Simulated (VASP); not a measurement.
A convergence study with VASP on GaP (space group no. 216 when undisturbed): one setting is varied, all else stays as given below, so the limit is that of these other settings. One atom is moved off its site, so that forces are finite.

```xyz
2
Lattice="0.0000 2.7332 2.7332 2.7332 0.0000 2.7332 2.7332 2.7332 0.0000" Properties=species:S:1:pos:R:3 pbc="T T T"
Ga     0.0289     0.0289     0.0289
P      1.3666     1.3666     1.3666
```

The numbers are results of PBE GGA, VASP's PBE PAW potentials (set 64) (plane waves; VASP), not measurements. The tightest run used: 300 eV cut-off, 18×18×18 Γ-centred mesh, Fermi-Dirac smearing of 0.020 eV, potentials Ga_d P.

Gaps are read on the run's mesh, which can miss a band edge.

```
setting     E (eV/atom)  pressure (GPa)  gap on the mesh (eV)  irreducible k-points
----------  -----------  --------------  --------------------  --------------------
2×2×2 mesh      -3.4449            8.43                 1.360                     4
3×3×3 mesh      -4.3046            3.22                 1.614                     6
4×4×4 mesh      -4.4839            2.04                 1.508                    13
```

Task: These are the cheaper rows. Estimate the results at 18×18×18 mesh, and how far the last row shown lies from them.

Result: 
```csv
quantity,tightest run,last row shown is off by
E (eV/atom),-4.5548,0.0709
pressure (GPa),1.64,0.40
gap on the mesh (eV),1.513,-0.005
```

Left out are rungs that failed or repeat a setting and relaxations that didn't move; long series are thinned to 24 rows.

The structure is a typed GaP crystal (space group no. 216). The cell was not relaxed at this level, it is distorted from the ideal structure.
